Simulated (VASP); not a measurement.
VASP input:

POSCAR:
```
Ba
1
   -2.5100000000     2.5100000000     2.5100000000
    2.5100000000    -2.5100000000     2.5100000000
    2.5100000000     2.5100000000    -2.5100000000
Ba
1
Direct
  0.0000000000   0.0000000000   0.0000000000
```

### KPOINTS
```
Automatic mesh
0
gamma
  9 9 9
```

### INCAR
```
! general
SYSTEM =Ba
PREC   =Accurate
ENCUT  =520
LREAL  =.FALSE.   ! projection in real space or not
LASPH  =.TRUE.   ! aspherical one-centre terms

! electronic loop
EDIFF  =1E-6
NELM   =100
ALGO   =Normal   ! blocked Davidson
LMAXMIX=4
LMIXTAU=.TRUE.

! smearing
ISMEAR =1   ! Methfessel-Paxton
SIGMA  =0.1   ! width (eV)

! functional
METAGGA=R2SCAN

! ions
IBRION =2
NSW    =60   ! most ionic steps
ISIF   =3   ! ions, shape and volume
EDIFFG =-0.01

! output
LWAVE  =.FALSE.
LCHARG =.FALSE.
```

POTCAR, in this order: Ba_sv (PBE.64 set). Program: vasp_std.

### Question
Write an equivalent input for Ansatz.

### Answer
One equivalent input (not run):
Ansatz 0.2 input:
```yaml
crystal:
  lattice:
    - [-2.5100000, 2.5100000, 2.5100000]
    - [2.5100000, -2.5100000, 2.5100000]
    - [2.5100000, 2.5100000, -2.5100000]
  atoms:
    - { symbol: Ba, position: [0.0000000, 0.0000000, 0.0000000] }
kpoints:
  mp_grid: { grid: [9, 9, 9] }
hamiltonian:
  xc: r2scan
  pseudopotentials: { kind: paw }
scf:
  occupations: { method: methfessel_paxton, width: 0.1 }
  max_iter: 100
relax:
  max_steps: 60
  f_tol: 0.01
  cell: {}
output: { forces: true, stress: true, eigenvalues: true }
```
The two are equivalent in intent, not identical: each code has its own PAW files, so the cut-off isn't converted (ENCUT is set for VASP's; basis.ecutwfc is left out, and Ansatz then takes the one that its files recommend); Ansatz stops its SCF on the density residual and VASP on the energy change (EDIFF).

The compound is Ba in the bcc structure. This run relaxes it. Symmetry was kept, so distortions that lower it aren't found.
